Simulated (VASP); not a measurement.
Method: LDA (Ceperley-Alder, Perdew-Zunger), VASP's LDA PAW potentials (set 64) (plane waves; VASP). For the first row: Run with 520 eV cut-off, 10×10×10 Γ-centred mesh, Gaussian smearing of 0.050 eV, potentials B As.

```
system             energy (eV/atom)
-----------------  ----------------
BAs (zinc blende)           -6.4633
B atom                      -0.2926
As atom                     -1.3174
```

Atoms are spin-polarised in a large box without symmetry, with the spin fixed by Hund's rule, and may not be in the lowest state of each functional; no zero-point energy is added.

Q: What is the cohesive energy per atom of BAs?

A: The references average (1×(-0.2926) + 1×(-1.3174))/2 = -0.8050 eV, so the cohesive energy is -0.8050 − (-6.4633) = 5.658 eV/atom.
